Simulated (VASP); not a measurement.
Here is the system:

```
CELL_PARAMETERS angstrom
     -2.14440     2.14440     4.64848
      2.14440    -2.14440     4.64848
      2.14440     2.14440    -4.64848
ATOMIC_POSITIONS crystal
  Hf 0.75000 0.25000 0.50000
  Hf 0.25000 0.75000 0.50000
  Hf 0.50000 0.50000 0.00000
  Bi 0.00000 0.00000 0.00000
```

Method: LDA (Ceperley-Alder, Perdew-Zunger), VASP's LDA PAW potentials (set 64) (plane waves; VASP 6.6.1). Run with 400 eV cut-off, 11×11×11 Γ-centred mesh, tetrahedra with Blöchl corrections, potentials Hf_pv Bi_d.

Unless said otherwise, spin-orbit coupling is left out, though it shifts the bands of the heavy elements here.

Task: Estimate the energy per atom (σ→0), band gap (on the k-mesh) with the smallest direct gap where there is one.

Result: 
```yaml
band gap (on the k-mesh): none (metal, semimetal or under 0.01 eV)
energy per atom (σ→0): -9.243 eV/atom
```

Total energies compare only between runs with the same potentials, cut-off and functional.

The structure comes from a computed database's Hf3Bi entry (I4/mmm); how it stands against other phases isn't given here. It was relaxed first, which changed the volume by -7 %. The electron count is odd and the run is not spin-polarised, which forces a metal.
